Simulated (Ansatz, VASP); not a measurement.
# Ba3Al4P20O59 (glassy 67P2O5-20BaO-13Al2O3 (mol %)) in two plane-wave programs, part 2 of 2

One calculation is typed for both programs; each brings its own data sets and cutoff. How far apart do they land?  The cell is taken from a series of runs on this material, whose earlier steps may have relaxed or scaled it; both programs get it as it stands.

VASP 6.6.1 and Ansatz 0.2.0.

So far: The structure; Ansatz: single point, PBE.

### Step 3. VASP: single point, PBE

Level of this step: PBE; plane waves and PAW (P, Ba_sv, Al, O) (VASP).

The same cell, functional, mesh and smearing now go to VASP, with its own data sets and cutoff.

Lines of VASP's logs that name or quote its potential files are left out, and so is its time.

INCAR reads:

```
SYSTEM = Ba3Al4P20O59
PREC = Accurate
ENCUT = 520
EDIFF = 1E-05
NELM = 100
ISMEAR = -1
SIGMA = 0.025
LREAL = Auto
ALGO = Fast
GGA = PE
NBANDS = 312
LORBIT = 11
LWAVE = .FALSE.
LCHARG = .FALSE.
NCORE = 8
ISIF = 2
```

POSCAR reads:

```
Ba3Al4P20O59
1.0
   10.6982300000      0.0000000000      0.0000000000
    0.0000000000     10.6982300000      0.0000000000
    0.0000000000      0.0000000000     10.6982300000
P Ba Al O
20 3 4 59
Direct
    0.4292800000      0.9225400000      0.4100700000
    0.3099200000      0.7444400000      0.6053300000
    0.3540400000      0.9800600000      0.9976700000
    0.5648900000      0.5314500000      0.2704000000
    0.3737200000      0.2302000000      0.1341600000
    0.9219600000      0.5679300000      0.6777100000
    0.3745700000      0.4686000000      0.6305300000
    0.1641300000      0.7665600000      0.9635100000
    0.6694300000      0.1422400000      0.7969000000
    0.7204900000      0.4679600000      0.0373300000
    0.0054500000      0.4977100000      0.4134100000
    0.9734500000      0.0938900000      0.1590100000
    0.0496700000      0.2109800000      0.4164400000
    0.8991700000      0.8308700000      0.2751800000
    0.7086900000      0.1788200000      0.0781600000
    0.1355700000      0.3944700000      0.7745500000
    0.9512500000      0.8354000000      0.7857000000
    0.7028000000      0.8710100000      0.4827000000
    0.1223300000      0.3571000000      0.0606100000
    0.6616500000      0.3095700000      0.4354500000
    0.5999700000      0.7760200000      0.8320500000
    0.2541800000      0.6865800000      0.2610200000
    0.2100200000      0.0455600000      0.6646500000
    0.6532500000      0.4307500000      0.7296800000
    0.8810000000      0.0657700000      0.6189300000
    0.9620900000      0.6021400000      0.1373100000
    0.3818900000      0.2182100000      0.4360500000
    0.3515900000      0.0924100000      0.0917700000
    0.0238800000      0.1542800000      0.2855200000
    0.8389500000      0.8541000000      0.8656700000
    0.3797600000      0.0445000000      0.4618700000
    0.1731800000      0.7678800000      0.6167300000
    0.3741200000      0.3682200000      0.5315700000
    0.9351400000      0.7035200000      0.7231000000
    0.8658800000      0.7396000000      0.1730900000
    0.3131400000      0.0453200000      0.8794100000
    0.5907800000      0.0414800000      0.7434200000
    0.5697000000      0.9061500000      0.4387200000
    0.6851400000      0.1347500000      0.9421000000
    0.9257000000      0.9634000000      0.2263000000
    0.0700000000      0.8227800000      0.8680900000
    0.6562100000      0.4962700000      0.9163800000
    0.7279400000      0.3243200000      0.0639500000
    0.6089100000      0.4163100000      0.3483800000
    0.8539700000      0.5186700000      0.0373000000
    0.0208300000      0.2632300000      0.0869500000
    0.0143800000      0.3520500000      0.4203100000
    0.4695500000      0.2919000000      0.0539400000
    0.4804800000      0.9217500000      0.9953500000
    0.0158300000      0.7866300000      0.3399000000
    0.8007800000      0.1387500000      0.7385900000
    0.8038500000      0.5111600000      0.7252000000
    0.3896400000      0.8971000000      0.2795600000
    0.3789200000      0.7949900000      0.7152300000
    0.9346000000      0.5362500000      0.2987400000
    0.4308100000      0.5201400000      0.2331300000
    0.2239900000      0.6555000000      0.9026300000
    0.7686800000      0.9859100000      0.5350400000
    0.2643300000      0.4331400000      0.7208700000
    0.5006400000      0.4831400000      0.6912500000
    0.9647900000      0.9423800000      0.6949500000
    0.1889400000      0.2059200000      0.4410900000
    0.7764400000      0.2580100000      0.3745300000
    0.7027900000      0.7717600000      0.5815200000
    0.5564900000      0.2193000000      0.4597400000
    0.2463500000      0.2983000000      0.1021800000
    0.9822400000      0.1343000000      0.5139700000
    0.3408200000      0.6037900000      0.5893300000
    0.1322000000      0.3809500000      0.9172900000
    0.3824600000      0.2381700000      0.2742000000
    0.0942200000      0.4783400000      0.1254000000
    0.5844000000      0.6470200000      0.3456300000
    0.6947000000      0.3742400000      0.5575000000
    0.6190600000      0.1377600000      0.1745000000
    0.0676200000      0.0376200000      0.0718100000
    0.2599300000      0.8650000000      0.0081800000
    0.0351100000      0.4927300000      0.7350200000
    0.6249200000      0.2753300000      0.7764500000
    0.1384000000      0.5389200000      0.4200200000
    0.1012200000      0.2731600000      0.7158800000
    0.9413300000      0.5450300000      0.5363900000
    0.0842600000      0.7171000000      0.0702600000
    0.3613700000      0.8182600000      0.4906800000
    0.7906000000      0.8388300000      0.3708000000
    0.6489900000      0.5230600000      0.1508300000
    0.8401400000      0.1287800000      0.1115300000
```

KPOINTS reads:

```
Automatic mesh
0
Gamma
1 1 1
0 0 0
```

PAW data sets: P, Ba_sv, Al and O (PBE family, release 64).

Started as:

```console
$ mpirun -np 8 vasp_gam
```

Numbers of over 12 decimals in the logs are rounded to 6 here.

Log:

```text
[banner, memory and clock lines left out]
running    8 mpi-ranks, on    1 nodes
[...]
|                                                                             |
|           W    W    AA    RRRRR   N    N  II  N    N   GGGG   !!!           |
|           W    W   A  A   R    R  NN   N  II  NN   N  G    G  !!!           |
|           W    W  A    A  R    R  N N  N  II  N N  N  G       !!!           |
|           W WW W  AAAAAA  RRRRR   N  N N  II  N  N N  G  GGG   !            |
|           WW  WW  A    A  R   R   N   NN  II  N   NN  G    G                |
|           W    W  A    A  R    R  N    N  II  N    N   GGGG   !!!           |
|                                                                             |
|     For optimal performance we recommend to set                             |
|       NCORE = 2 up to number-of-cores-per-socket                            |
|     NCORE specifies how many cores store one orbital (NPAR=cpu/NCORE).      |
|     This setting can greatly improve the performance of VASP for DFT.       |
|     The default, NCORE=1 might be grossly inefficient on modern             |
|     multi-core architectures or massively parallel machines. Do your        |
|     Unfortunately you need to use the default for GW and RPA                |
|     calculations (for HF NCORE is supported but not extensively tested      |
|     yet).                                                                   |
|                                                                             |

 LDA part: xc-table for (Slater+PW92), standard interpolation
 POSCAR, INCAR and KPOINTS ok, starting setup
[...]
entering main loop
       N       E                     dE             d eps       ncg     rms          rms(c)
DAV:   1     0.479656212518E+04    0.47966E+04   -0.29873E+05   648   0.156E+03
DAV:   2    -0.298233960687E+03   -0.50948E+04   -0.49423E+04   776   0.381E+02
DAV:   3    -0.692312335583E+03   -0.39408E+03   -0.39122E+03   744   0.115E+02
DAV:   4    -0.702171533420E+03   -0.98592E+01   -0.98145E+01   792   0.180E+01
[...]
RMM:  16    -0.607322282265E+03   -0.16046E-04   -0.53803E-04   976   0.270E-02    0.172E-02
RMM:  17    -0.607322289967E+03   -0.77021E-05   -0.12563E-04   788   0.125E-02    0.150E-02
RMM:  18    -0.607322287670E+03    0.22967E-05   -0.39389E-05   600   0.842E-03
   1 F= -.60732229E+03 E0= -.60732229E+03  d E =-.957051E-12
```

From OUTCAR (step 3):

```text
  FREE ENERGIE OF THE ION-ELECTRON SYSTEM (eV)
  ---------------------------------------------------
  free  energy   TOTEN  =      -607.3222876703 eV

  energy  without entropy=     -607.3222876703  energy(sigma->0) =     -607.32228767

[... 2 further parts left out ...]
[key lines of the parts left out:]
E-fermi :   3.0411
```

Harder data sets than Ba_sv exist (the GW ones), and pressures, volumes and forces can shift noticeably with them.

### Step 4. Side by side

Known differences besides the PAW data sets themselves: the cutoff is 420 eV in Ansatz and 520 eV in VASP (PREC = Accurate, projectors in real space); VASP leaves aspherical gradient terms in its spheres out (LASPH is not set), Ansatz keeps them. Total energies have different zeros and are not compared.

Both answers:

```csv
quantity,Ansatz,VASP,difference
gap on the k mesh (eV),2.344,2.275,+0.069
```

Forces on 10 of the 86 atoms, picked by the larger force of the two programs (eV/Å; atoms numbered as in POSCAR):

```csv
atom,"Ansatz x, y, z","VASP x, y, z"
P2,"-1.466, 2.473, 3.704","-1.396, 2.408, 3.634"
P3,"2.067, 1.987, -3.566","2.050, 2.007, -3.519"
P4,"-2.022, 1.374, 3.032","-1.973, 1.278, 2.959"
P5,"3.106, 1.560, -1.776","2.974, 1.490, -1.663"
P8,"0.869, -4.502, -0.728","0.805, -4.353, -0.707"
P11,"3.094, 1.014, -2.383","3.015, 0.958, -2.316"
P12,"1.910, -2.288, -2.314","1.774, -2.237, -2.211"
P17,"-2.209, 1.484, 2.936","-2.131, 1.456, 2.889"
P18,"2.453, -0.718, 2.702","2.421, -0.644, 2.591"
P19,"-1.747, -2.084, 2.915","-1.642, -2.061, 2.850"
```

The forces differ by 58 meV/Å r.m.s., which is 4.8 % of the r.m.s. force of 1.20 eV/Å (both taken over all components).

### Step 5. What moves the difference

The difference is large enough to ask for its cause, so further runs change the set-up of one program at a time, as the table lists.

| run | r.m.s. force difference (% of the r.m.s. force) |
| --- | --- |
| as above | 4.8 |
| VASP with the data sets P_GW, Ba_sv_GW, Al_GW and O_GW and a cutoff of 670 eV | 9.8 |

### Step 6. Results

```
r.m.s. force difference (single point, PBE)         : 4.8 % of the r.m.s. force
difference in gap on the k mesh (single point, PBE) : 0.069 eV
```

The r.m.s. force difference is 4.8 % of the r.m.s. force (single point, PBE), beyond the 3 % picked in this series as the mark of a large difference. For single point, PBE: no further run halves the r.m.s. force difference (one raises it to 9.8 % of the r.m.s. force). Differences of this kind measure data sets and numerical settings, not the functional's error against experiment.

[Lines on the potential files, build, host, timing and source positions are cut from VASP's logs without a mark.]

[Logs are printed without paths, hosts, clocks, repeated set-up lines and the standing remarks that a program may print on its own settings, such as how far it seeks lower states.]

[Hosts, paths, dates, database ids (printed as entryN), source tags and the programs' standing remarks are cut or masked in the printed files.]
